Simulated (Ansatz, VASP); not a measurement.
**Cross-check of Li2SnCl6 between VASP and Ansatz**

Wanted: the spread between two codes on one cell, functional and k mesh. The cell is invented: As first built, before any earlier steps moved the atoms (in the runner's words): Li for K in the K2SnCl6 structure of space group Fm-3m. It may not be a known or stable phase. The cell is taken from a series of runs on this material, whose earlier steps may have relaxed, scaled, displaced or heated it; both programs get it as it stands.

Calculated with Ansatz 0.2.0; plane waves, with VASP 6.6.1 beside it; relaxation of cell and atoms at r2SCAN.

### 1. Starting point

It takes space group Fm-3m (No. 225, cubic). Conventional cell: a = 9.110 Å, b = 9.110 Å, c = 9.110 Å, α = 90.00°, β = 90.00°, γ = 90.00°. Nearest to Li lie 12 Cl at 3.22 Å. Sn has 6 Cl at 2.22 Å nearest. Nearest to Cl lie 1 Sn at 2.22 Å. It derives from K2SnCl6. As first built, before any earlier steps moved the atoms (in the runner's words): Li for K in the K2SnCl6 structure of space group Fm-3m. Farther neighbours and most contacts between anions are not listed.

### 2. VASP: relaxation of cell and atoms, r2SCAN

The relaxed volume is the usual yardstick between codes: in a stiff, nearly cubic crystal its relative difference is about their pressure difference at one cell divided by the bulk modulus.

Lines of VASP's logs that name or quote its potential files are left out, and so is its time.

The input, INCAR:

```
SYSTEM = Li2SnCl6
PREC = Accurate
ENCUT = 830
EDIFF = 1E-07
NELM = 120
ISMEAR = 0
SIGMA = 0.03
LREAL = .FALSE.
ALGO = Normal
METAGGA = R2SCAN
LASPH = .TRUE.
NBANDS = 40
LORBIT = 11
LWAVE = .FALSE.
LCHARG = .FALSE.
ISIF = 3
IBRION = 2
NSW = 80
EDIFFG = -0.005
GGA_COMPAT = .FALSE.
NELMIN = 4
EFERMI = MIDGAP
LMIXTAU = .TRUE.
KPAR = 2
```

The input, POSCAR:

```
Li2SnCl6
1.0
    0.0000000000      4.5550730000      4.5550730000
    4.5550730000      0.0000000000      4.5550730000
    4.5550730000      4.5550730000      0.0000000000
Li Sn Cl
2 1 6
Direct
    0.7499999451      0.7499999451      0.7499999451
    0.2499999451      0.2499999451      0.2499999451
    0.0000000000      0.0000000000      0.0000000000
    0.7564844735      0.7564844735      0.2435155265
    0.7564844735      0.2435155265      0.7564844735
    0.2435155265      0.7564844735      0.2435155265
    0.2435155265      0.2435155265      0.7564844735
    0.2435155265      0.7564844735      0.7564844735
    0.7564844735      0.2435155265      0.2435155265
```

The input, KPOINTS:

```
Automatic mesh
0
Gamma
4 4 4
0 0 0
```

Potentials, in the order of the species: Li_sv, Sn_d and Cl (PBE family, release 64).

The run is started by

```
$ mpirun -np 2 vasp_std
```

Numbers of over 12 decimals in the logs are rounded to 6 here.

Output:

```text
[banner, memory and clock lines left out]
running    2 mpi-ranks, on    1 nodes
 distrk:  each k-point on    1 cores,    2 groups
 distr:  one band on    1 cores,    1 groups

 POSCAR found type information on POSCAR LiSnCl
 POSCAR found :  3 types and       9 ions
|                                                                             |
|               ----> ADVICE to this user running VASP <----                  |
|                                                                             |
|     You enforced a specific xc type in the INCAR file but a different       |
|     [... a line on the potential file left out ...]
|     I HOPE YOU KNOW WHAT YOU ARE DOING!                                     |
|                                                                             |

 LDA part: xc-table for (None), standard interpolation
 POSCAR, INCAR and KPOINTS ok, starting setup
 FFT: planning ... GRIDC
 FFT: planning ... GRID_SOFT
 FFT: planning ... GRID
 WAVECAR not read
 entering main loop
       N       E                     dE             d eps       ncg     rms          rms(c)
DAV:   1     0.744398798808E+03    0.74440E+03   -0.35604E+04   648   0.232E+03
DAV:   2     0.442973995759E+02   -0.70010E+03   -0.66423E+03   728   0.560E+02
DAV:   3    -0.787683809025E+02   -0.12307E+03   -0.12093E+03   752   0.193E+02
DAV:   4    -0.886310815673E+02   -0.98627E+01   -0.98093E+01   952   0.496E+01
DAV:   5    -0.891843031631E+02   -0.55322E+00   -0.55117E+00   984   0.978E+00    0.173E+01
DAV:   6    -0.797553455283E+02    0.94290E+01   -0.44497E+00   968   0.209E+01    0.124E+01
DAV:   7    -0.708269001380E+02    0.89284E+01   -0.24650E+00   832   0.982E+00    0.212E+00
DAV:   8    -0.751902836510E+02   -0.43634E+01   -0.28100E+00   712   0.973E+00    0.270E+00
DAV:   9    -0.747090130475E+02    0.48127E+00   -0.43399E-01   672   0.543E+00    0.143E+00
DAV:  10    -0.750844255690E+02   -0.37541E+00   -0.23757E-01   656   0.425E+00    0.926E-01
DAV:  11    -0.752566560764E+02   -0.17223E+00   -0.13271E-01   656   0.320E+00    0.248E-01
DAV:  12    -0.752860484115E+02   -0.29392E-01   -0.11191E-02   840   0.976E-01    0.153E-01
DAV:  13    -0.752835392760E+02    0.25091E-02   -0.15823E-03   864   0.436E-01    0.913E-02
DAV:  14    -0.752844244288E+02   -0.88515E-03   -0.42886E-03   704   0.664E-01    0.794E-02
DAV:  15    -0.752844395773E+02   -0.15148E-04   -0.29335E-03   696   0.583E-01    0.638E-02
DAV:  16    -0.752865290627E+02   -0.20895E-02   -0.62882E-04   792   0.281E-01    0.153E-02
DAV:  17    -0.752865813782E+02   -0.52316E-04   -0.56309E-05   904   0.677E-02    0.105E-02
DAV:  18    -0.752865991767E+02   -0.17798E-04   -0.65332E-06  1000   0.205E-02    0.303E-03
DAV:  19    -0.752866028423E+02   -0.36656E-05   -0.65249E-06   736   0.253E-02    0.248E-03
DAV:  20    -0.752866061018E+02   -0.32596E-05   -0.11941E-06   736   0.892E-03    0.121E-03
DAV:  21    -0.752866065020E+02   -0.40022E-06   -0.29724E-07   648   0.548E-03    0.894E-04
DAV:  22    -0.752866065312E+02   -0.29174E-07   -0.33707E-07   616   0.497E-03
   1 F= -.75286607E+02 E0= -.75286607E+02  d E =-.752866E+02
[...]
5 F= -.77643716E+02 E0= -.77643716E+02  d E =-.235711E+01
[...]
6 F= -.77677832E+02 E0= -.77677832E+02  d E =-.341159E-01
[...]
7 F= -.77717341E+02 E0= -.77717341E+02  d E =-.736246E-01
[...]
8 F= -.77718890E+02 E0= -.77718890E+02  d E =-.751740E-01
[...]
9 F= -.77718934E+02 E0= -.77718934E+02  d E =-.752176E-01
[...]
10 F= -.77718944E+02 E0= -.77718944E+02  d E =-.994644E-05
 trial-energy change:   -0.000010  1 .order    0.000002   -0.003970    0.003973
 step:   0.7192(harm=  0.7161)  dis= 0.00281  next Energy=   -77.719932 (dE=-0.998E-03)
 bond charge predicted
       N       E                     dE             d eps       ncg     rms          rms(c)
DAV:   1    -0.777218929868E+02   -0.29492E-02   -0.15123E-01   816   0.252E+00    0.400E-01
DAV:   2    -0.777201189774E+02    0.17740E-02   -0.75472E-03   896   0.588E-01    0.144E-01
DAV:   3    -0.777197879182E+02    0.33106E-03   -0.19132E-03   872   0.339E-01    0.709E-02
DAV:   4    -0.777197895767E+02   -0.16585E-05   -0.54136E-04   768   0.194E-01    0.363E-02
DAV:   5    -0.777198826876E+02   -0.93111E-04   -0.20691E-04   656   0.118E-01    0.171E-02
DAV:   6    -0.777199117193E+02   -0.29032E-04   -0.73868E-05   648   0.701E-02    0.982E-03
DAV:   7    -0.777199237033E+02   -0.11984E-04   -0.24067E-05   704   0.409E-02    0.197E-03
DAV:   8    -0.777199307685E+02   -0.70652E-05   -0.37627E-06   712   0.162E-02    0.271E-03
DAV:   9    -0.777199314280E+02   -0.65949E-06   -0.77406E-07   720   0.722E-03    0.244E-04
DAV:  10    -0.777199316487E+02   -0.22063E-06   -0.10049E-07   480   0.268E-03    0.638E-05
DAV:  11    -0.777199315698E+02    0.78911E-07   -0.29569E-08   472   0.123E-03
  11 F= -.77719932E+02 E0= -.77719932E+02  d E =-.997805E-03
 curvature:  -0.37 expect dE=-0.180E-06 dE for cont linesearch -0.389E-07
 trial: gam=-0.00344 g(F)=  0.386E-06 g(S)=  0.950E-07 ort = 0.174E-04 (trialstep = 0.129E+01)
 search vector abs. value=  0.396E-06
 reached required accuracy - stopping structural energy minimisation
```

From OUTCAR (step 2):

```text
ion  position               nearest neighbor table
   1  0.750  0.750  0.750-
   2  0.250  0.250  0.250-
   3  0.000  0.000  0.000-   4 2.22   5 2.22   6 2.22   7 2.22   8 2.22   9 2.22
   4  0.756  0.756  0.244-   3 2.22
   5  0.756  0.244  0.756-   3 2.22
   6  0.244  0.756  0.244-   3 2.22
   7  0.244  0.244  0.756-   3 2.22
   8  0.244  0.756  0.756-   3 2.22
   9  0.756  0.244  0.244-   3 2.22

  LATTYP: Found a face centered cubic cell.
 ALAT       =     9.1101460000

 Subroutine GETGRP returns: Found 48 space group operations
 (whereof 48 operations were pure point group operations)

The static configuration has the point symmetry O_h .

 Found      8 irreducible k-points:

   k-points           NKPTS =      8   k-points in BZ     NKDIM =      8   number of bands    NBANDS=     40

   dimension x,y,z NGX =    64 NGY =   64 NGZ =   64
   dimension x,y,z NGXF=   128 NGYF=  128 NGZF=  128

   ENCUT  =  830.0 eV  61.00 Ry    7.81 a.u.  15.13 15.13 15.13*2*pi/ulx,y,z

   NELECT =      62.0000    total number of electrons

 k-points in reciprocal lattice and weights: Automatic mesh
   0.00000000  0.00000000  0.00000000       0.016
   0.25000000  0.00000000  0.00000000       0.125
   0.50000000  0.00000000  0.00000000       0.062
   0.25000000  0.25000000  0.00000000       0.094
   0.50000000  0.25000000  0.00000000       0.375
  -0.25000000  0.25000000  0.00000000       0.188
   0.50000000  0.50000000  0.00000000       0.047
  -0.25000000  0.50000000  0.25000000       0.094

 average (electrostatic) potential at core
       1 -69.0228       2 -69.0228       3-111.4059       4 -96.7603       5 -96.7603
       6 -96.7603       7 -96.7603       8 -96.7603       9 -96.7603

 E-fermi :   1.3860

 k-point     1 :       0.0000    0.0000    0.0000
  band No.  band energies     occupation
    ...
     27      -0.6858      2.00000
     28      -0.6858      2.00000
     29      -0.0487      2.00000
     30      -0.0487      2.00000
     31      -0.0487      2.00000
     32       2.8208      0.00000
     33       4.7447      0.00000
     34       5.4735      0.00000
     35       7.3306      0.00000
     36       7.3306      0.00000
    ...

 k-point     2 :       0.2500    0.0000    0.0000
  band No.  band energies     occupation
    ...
     27      -0.6198      2.00000
     28      -0.6198      2.00000
     29      -0.2237      2.00000
     30      -0.2237      2.00000
     31      -0.1834      2.00000
     32       3.3394      0.00000
     33       5.2478      0.00000
     34       5.8517      0.00000
     35       7.1064      0.00000
     36       7.8804      0.00000
    ...

 k-point     3 :       0.5000    0.0000    0.0000
  band No.  band energies     occupation
    ...
     27      -0.5653      2.00000
     28      -0.5653      2.00000
     29      -0.4215      2.00000
     30      -0.3588      2.00000
     31      -0.3588      2.00000
     32       3.8705      0.00000
     33       6.2559      0.00000
     34       6.3068      0.00000
     35       6.7683      0.00000
     36       7.2797      0.00000
    ...

  Total        0.0024306      0.0024306      0.0024306     -0.0000000      0.0000000     -0.0000000
  in kB        0.0167023      0.0167023      0.0167023     -0.0000000      0.0000000     -0.0000000
  external PRESSURE =       0.0167023 kB  Pullay stress =       0.0000000 kB

  energy-cutoff  :      830.00
  volume of cell :      233.15
      direct lattice vectors                 reciprocal lattice vectors
     0.000000000  4.885070592  4.885070592    -0.102352666  0.102352666  0.102352666
     4.885070592 -0.000000000  4.885070592     0.102352666 -0.102352666  0.102352666
     4.885070592  4.885070592  0.000000000     0.102352666  0.102352666 -0.102352666

 POSITION                                       TOTAL-FORCE (eV/Angst)
 -----------------------------------------------------------------------------------
      7.32761      7.32761      7.32761         0.000000     -0.000000      0.000000
      2.44253      2.44253      2.44253         0.000000     -0.000000      0.000000
      4.88507     -0.00000      4.88507         0.000000     -0.000000      0.000000
      4.88507      4.88507      7.34180         0.000000     -0.000000      0.001154
      4.88507      7.34180      4.88507         0.000000      0.001154      0.000000
      4.88507      2.42834      4.88507         0.000000     -0.001154      0.000000
      4.88507      4.88507      2.42834         0.000000     -0.000000     -0.001154
      7.34180      4.88507      4.88507         0.001154     -0.000000      0.000000
      2.42834      4.88507      4.88507        -0.001154     -0.000000      0.000000
 -----------------------------------------------------------------------------------
    total drift:                                0.000380      0.000380      0.000380

  FREE ENERGIE OF THE ION-ELECTRON SYSTEM (eV)
  ---------------------------------------------------
  free  energy   TOTEN  =       -77.7199315698 eV

  energy  without entropy=      -77.7199315698  energy(sigma->0) =      -77.71993157

 reached required accuracy - stopping structural energy minimisation

 total charge
# of ion       s       p       d       tot
------------------------------------------
    1        1.986   0.001   0.000   1.988
    2        1.986   0.001   0.000   1.988
    3        0.911   1.052  10.234  12.197
    4        1.614   3.555   0.000   5.169
    5        1.614   3.555   0.000   5.169
    6        1.614   3.555   0.000   5.169
    7        1.614   3.555   0.000   5.169
    8        1.614   3.555   0.000   5.169
    9        1.614   3.555   0.000   5.169
--------------------------------------------------
tot         14.565  22.383  10.234  47.183

[... 3 further parts left out ...]
```

CONTCAR:

```
Li2SnCl6
   1.00000000000000
     0.0000000000000000    4.8850705916598498    4.8850705916598498
     4.8850705916598489   -0.0000000000000000    4.8850705916598498
     4.8850705916598489    4.8850705916598498    0.0000000000000000
  Li              Sn              Cl
     2     1     6
Direct
     0.7499999451000008    0.7499999451000008    0.7499999451000008
     0.2499999451000008    0.2499999451000008    0.2499999451000008
     0.0000000000000000    1.0000000000000000    0.0000000000000000
     0.7514528384622797    0.7514528384622797    0.2485471615377203
     0.7514528384622797    0.2485471615377203    0.7514528384622797
     0.2485471615377203    0.7514528384622796    0.2485471615377203
     0.2485471615377203    0.2485471615377203    0.7514528384622797
     0.2485471615377203    0.7514528384622797    0.7514528384622797
     0.7514528384622797    0.2485471615377203    0.2485471615377203
```

After so large a change of volume the plane waves of the start cell no longer fit, so the final stress carries a basis-set error. The run keeps the 48 symmetry operations of its start, so it cannot find a distortion of lower symmetry.

(Part 1 of 2 ends here.)

[Lines on the potential files, build, host, timing and source positions are cut from VASP's logs without a mark.]

[Logs are printed without paths, hosts, clocks, repeated set-up lines and the standing remarks that a program may print on its own settings, such as how far it seeks lower states.]

[Hosts, paths, dates, database ids (printed as entryN), source tags and the programs' standing remarks are cut or masked in the printed files.]
